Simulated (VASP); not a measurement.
Data:

```
CELL_PARAMETERS angstrom
      0.00000     2.80459     2.80459
      2.80459     0.00000     2.80459
      2.80459     2.80459     0.00000
ATOMIC_POSITIONS crystal
  Ag 0.00000 0.00000 0.00000
  Cl 0.50000 0.50000 0.50000
```

Calculation: PBE GGA, VASP's PBE PAW potentials (set 64) (plane waves; VASP). Settings: 520 eV cut-off, 8×8×8 Γ-centred mesh, Gaussian smearing of 0.050 eV, potentials Ag Cl.

Question: Give the energy at these volumes per atom, relative to the lowest: 20.71, 21.37, 22.03, 22.69, 23.35 Å³.

Answer: 12.4, 3.0, 0.0, 2.2, 8.8 meV/atom. A third-order Birch-Murnaghan fit gives B0 = 41.9 GPa and B0′ = 5.3.

The compound is AgCl in the rock salt structure. It was relaxed first.
